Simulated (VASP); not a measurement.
Data:

```yaml
crystal:
  lattice:
    - [0.00000, 3.25840, 3.25840]
    - [3.25840, 0.00000, 3.25840]
    - [3.25840, 3.25840, 0.00000]
  atoms:
    - { symbol: Sr, position: [0.00000, 0.00000, 0.00000] }
    - { symbol: Te, position: [0.50000, 0.50000, 0.50000] }
```

Level of theory: PBE0 hybrid, VASP's PBE PAW potentials (set 64) (plane waves; VASP 6.6.1). Settings: 520 eV cut-off, 6×6×6 Γ-centred mesh, Gaussian smearing of 0.050 eV, potentials Sr_sv Te.

Unless said otherwise, spin-orbit coupling is left out, though it shifts the bands of the heavy elements here.

Task: What does the run give for the energy per atom (σ→0), pressure, band gap (on the k-mesh) with the smallest direct gap where there is one?

Result: 
```
Property                                      Value
-----------------------------------  --------------
band gap (on the k-mesh)                    2.89 eV
smallest direct gap (on the k-mesh)         3.80 eV
energy per atom (σ→0)                -4.972 eV/atom
pressure                                   3.27 GPa
```

Only differences to runs with the same potentials and settings are physical.

The compound is SrTe in the rock salt structure. This cell is one point of a volume scan, at 0.91 of the reference volume. The cell's shape comes from a PBE relaxation.
